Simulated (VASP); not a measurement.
```
YN
1.0
    0.00000     2.46041     2.46041
    2.46041     0.00000     2.46041
    2.46041     2.46041     0.00000
Y N
1 1
Cartesian
  0.00000   0.00000   0.00000
  2.46041   2.46041   2.46041
```

Level of theory: r2SCAN meta-GGA, VASP's PBE PAW potentials (set 64) (plane waves; VASP). Settings: 600 eV cut-off, 8×8×8 Γ-centred mesh, Gaussian smearing of 0.050 eV, potentials Y_sv N.

### Question
Estimate the energy per atom (σ→0), pressure.

### Answer

```
Item                             Value
---------------------  ---------------
energy per atom (σ→0)  -16.719 eV/atom
pressure                    -24.2 kbar
```

The absolute energy has meaning only against runs of the same code, potentials and settings.

The compound is YN in the rock salt structure. This cell was strained or had an atom moved on purpose.
